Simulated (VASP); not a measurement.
A run of VASP 6.6.1:

Contents of INCAR:

```
PREC = Accurate
ENCUT = 520
EDIFF = 1E-7
ISMEAR = 0
SIGMA = 0.1
LREAL = F
LASPH = T
NELM = 100
ALGO = Fast
ISIF = 2
LWAVE = F
LCHARG = F
GGA = PE
NBANDS = 55
```

KPOINTS

```
Automatic mesh
0
Gamma
  3 3 3
```

File POSCAR:

```
ZrSiRu
1.0
    4.9663050000      0.4538730000      0.1529470000
   -0.6630080000      6.4181590000     -0.6530500000
   -0.4431050000      0.1711450000      4.9684060000
Ru Zr Si
3 3 3
Direct
    0.7487223855      0.6941438712      0.0795021205
    0.2364221842      0.8117815748      0.0482639490
    0.1069446136      0.0114080813      0.4882926616
    0.0530971617      0.3004855404      0.0838274953
    0.6332458605      0.0227533666      0.7425111860
    0.7723105518      0.4924522553      0.5787386062
    0.2655895411      0.3308800162      0.6513863946
    0.3103618900      0.6919828449      0.5627461759
    0.5221715732      0.2172395153      0.1598216188
```

Potentials or basis: VASP PAW PBE potentials, release 64 (Ru_pv, Zr_sv, Si).

Run with:

```console
$ cat potpaw_PBE.64/Ru_pv/POTCAR potpaw_PBE.64/Zr_sv/POTCAR potpaw_PBE.64/Si/POTCAR > POTCAR
$ mpirun -np 1 vasp_std > vasp.out
```

Hardware: 1 thread of Intel(R) Xeon(R) 6975P-C (Granite Rapids), on a shared host.

Problem. How long does it take, and how much memory?

Solution. It took 3.2 min on 1 thread of Intel(R) Xeon(R) 6975P-C (Granite Rapids), with other jobs on the host, peak memory 0.32 GiB. Counts: scf iterations 27, k points 14.
